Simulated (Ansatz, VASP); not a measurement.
# LiMgBN2 in VASP and in Ansatz

INCAR

```
PREC = Accurate ; ENCUT = 520
EDIFF = 1E-6 ; ISMEAR = 0
SIGMA = 0.05 ; LREAL = False
LASPH = True ; NELM = 100
ALGO = Normal ; ISIF = 2
LWAVE = False ; LCHARG = True
GGA = PE ; LELF = True
LVHAR = True ; NBANDS = 17
```

Contents of KPOINTS:

```
regular mesh
0
Gamma
  10 10 10
```

File POSCAR:

```
LiMgBN2
1.0
   -1.8499397319      1.8499397319      4.7350269823
    1.8499397319     -1.8499397319      4.7350269823
    1.8499397319      1.8499397319     -4.7350269823
Li Mg B N
1 1 1 2
Direct
    0.2500000000      0.7500000000      0.5000000000
    0.7500000000      0.2500000000      0.5000000000
    0.5000000000      0.5000000000      0.0000000000
    0.6512635000      0.6512635000      0.0000000000
    0.3487365000      0.3487365000      0.0000000000
```

Input for Ansatz:

```yaml
crystal:
  lattice:
    - [-1.8499397319, 1.8499397319, 4.7350269823]
    - [1.8499397319, -1.8499397319, 4.7350269823]
    - [1.8499397319, 1.8499397319, -4.7350269823]
  atoms:
    - { symbol: Li, position: [0.25, 0.75, 0.5] }
    - { symbol: Mg, position: [0.75, 0.25, 0.5] }
    - { symbol: B, position: [0.5, 0.5, 0.0] }
    - { symbol: "N", position: [0.6512635, 0.6512635, 0.0] }
    - { symbol: "N", position: [0.3487365, 0.3487365, 0.0] }
basis:
  ecutwfc: 420
kpoints:
  mp_grid: { grid: [10, 10, 10] }
hamiltonian:
  xc: pbe
scf:
  occupations: { method: gaussian, width: 0.05 }
output:
  forces: true
  stress: true
  eigenvalues: true
```

Alike in both runs: task single point; functional PBE; k mesh 10 × 10 × 10; occupations gaussian, width 0.05 eV; no spin polarisation.

```csv
,VASP,Ansatz
version,VASP 6.6.1,Ansatz 0.2.0
potentials or method,"VASP PAW PBE potentials, release 64 (Li_sv, Mg, B, N)","scalar-relativistic, plane waves, PAW"
plane-wave cutoff (eV),520,420
valence electrons in the cell,18,26
```

|  | VASP | Ansatz | Ansatz less VASP |
| --- | --- | --- | --- |
| gap on the k mesh at the Fermi level (eV) | 2.66 | 2.66 | +0.004 |
| least direct gap on the mesh (eV) | 3.75 | 3.76 | +0.004 |
| rms of the force components (eV/Å) | 1.321 | 1.326 | +0.0043 |

Atom by atom the forces differ by 0.004 eV/Å (rms over components). The two sets of potentials don't hold the same shells in valence.

Caveats: forces of over 1 eV/Å show positions far from the minimum, so gaps and moduli don't describe the material at rest. A k mesh can miss the band edges. Expect the measured gap to be larger: semilocal functionals such as PBE lack the derivative discontinuity.
